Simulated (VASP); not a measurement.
Given:

```
CELL_PARAMETERS angstrom
      4.17847     0.00000     0.00000
      0.00000     4.17847     0.00000
      0.00000     0.00000     4.17847
ATOMIC_POSITIONS crystal
  Ba 0.00000 0.00000 0.00000
  Ti 0.50000 0.50000 0.50000
  O  0.50000 0.00000 0.50000
  O  0.00000 0.50000 0.50000
  O  0.50000 0.50000 0.00000
```

Calculation: vdW-DF2, VASP's PBE PAW potentials (set 64) (plane waves; VASP). Numerical set-up: 520 eV cut-off, 6×6×6 Γ-centred mesh, Gaussian smearing of 0.050 eV, potentials Ba_sv Ti_sv O.

Unless said otherwise, spin-orbit coupling is left out, though it shifts the bands of the heavy elements here.

Q: Estimate the energy per atom (σ→0), pressure, band gap (on the k-mesh) with the smallest direct gap where there is one.

A: 
| Property | Result |
|---|---|
| band gap (on the k-mesh) | 1.50 eV |
| smallest direct gap (on the k-mesh) | 1.72 eV |
| energy per atom (σ→0) | -6.031 eV/atom |
| pressure | -7.70 GPa |

Only differences to runs with the same potentials and settings are physical.

The compound is BaTiO3 in the cubic perovskite structure, the ideal cubic form; the compound distorts at low or room temperature. This cell is one point of a volume scan, at 1.06 of the reference volume.
